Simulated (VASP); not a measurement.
Input:

```
CuI
1.0
    0.00000     3.03439     3.03439
    3.03439     0.00000     3.03439
    3.03439     3.03439     0.00000
Cu I
1 1
Direct
  0.00000   0.00000   0.00000
  0.25000   0.25000   0.25000
```

Calculation: RPBE GGA, VASP's PBE PAW potentials (set 64) (plane waves; VASP). Settings: 520 eV cut-off, 7×7×7 Γ-centred mesh, Gaussian smearing of 0.050 eV, potentials Cu I.

The job: CuI (zinc blende), 2 atoms, RPBE, static run, 520 eV, 7×7×7 Γ-centred mesh. Roughly how much core time does it take on a busy server core?

About 10 core-seconds (one run on a shared machine, a rough figure). It had 20 irreducible k-points, 13 bands, up to 1516 plane waves and 16 electronic steps.

The compound is CuI in the zinc blende structure. This cell is one point of a volume scan, at 0.94 of the reference volume.
